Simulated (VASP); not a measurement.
Input:

```
CELL_PARAMETERS angstrom
      0.00000     2.14710     2.14710
      2.14710     0.00000     2.14710
      2.14710     2.14710     0.00000
ATOMIC_POSITIONS crystal
  Mg 0.00000 0.00000 0.00000
  O  0.50000 0.50000 0.50000
```

Computed with PBE GGA, VASP's PBE PAW potentials (set 64) (plane waves; VASP 6.6.1). Numerical set-up: 520 eV cut-off, 10×10×10 Γ-centred mesh, Gaussian smearing of 0.050 eV, potentials Mg O.

Question: Estimate the energy per atom (σ→0), pressure, band gap (on the k-mesh) with the smallest direct gap where there is one.

Answer: 
The band gap (on the k-mesh) is 4.18 eV, the smallest direct gap (on the k-mesh) is 4.18 eV and the energy per atom (σ→0) is -5.951 eV/atom. The pressure comes out as -4.76 GPa.

The compound is MgO in the rock salt structure. The cell was not relaxed at this level.
